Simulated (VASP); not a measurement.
Given:

```yaml
crystal:
  lattice:
    - [2.07500, -3.59401, 0.00000]
    - [2.07500, 3.59401, 0.00000]
    - [0.00000, 0.00000, 6.86000]
  atoms:
    - { symbol: Mg, position: [0.00000, 0.00000, 0.00000] }
    - { symbol: I, position: [0.33333, 0.66667, 0.24200] }
    - { symbol: I, position: [0.66667, 0.33333, 0.75800] }
```

The numbers are results of PBE GGA, VASP's PBE PAW potentials (set 64) (plane waves; VASP), not measurements. Numerical set-up: 300 eV cut-off, 6×6×3 Γ-centred mesh, Fermi-Dirac smearing of 0.050 eV, potentials Mg I.

Task: Estimate the energy per atom (σ→0), pressure, largest force.

Result: 
```json
{
  "energy per atom (σ→0)": "-2.564 eV/atom",
  "pressure": "1.31 GPa",
  "largest_force": "0.00203 Ry/bohr"
}
```

Total energies compare only between runs with the same potentials, cut-off and functional.

The structure is a typed MgI2 crystal (P-3m1). The cell was not relaxed at this level.
